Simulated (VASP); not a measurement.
Given:

```
BeTe
1.0
    0.00000     2.82426     2.82426
    2.82426     0.00000     2.82426
    2.82426     2.82426     0.00000
Be Te
1 1
Cartesian
  0.00000   0.00000   0.00000
  1.41213   1.41213   1.41213
```

These are rev-vdW-DF2, VASP's PBE PAW potentials (set 64) (plane waves; VASP 6.6.1) values and carry that method's errors. Numerical set-up: 520 eV cut-off, Gaussian smearing of 0.050 eV, potentials Be Te.

Unless said otherwise, spin-orbit coupling is left out, though it shifts the bands of the heavy elements here.

Question: What does the run give for the band gap (along the path) with the smallest direct gap where there is one?

Answer: 
| Quantity | Result |
|---|---|
| band gap (along the path) | 1.98 eV |
| smallest direct gap (along the path) | 3.66 eV |

Total energies compare only between runs with the same potentials, cut-off and functional.

The compound is BeTe in the zinc blende structure. It was relaxed first.
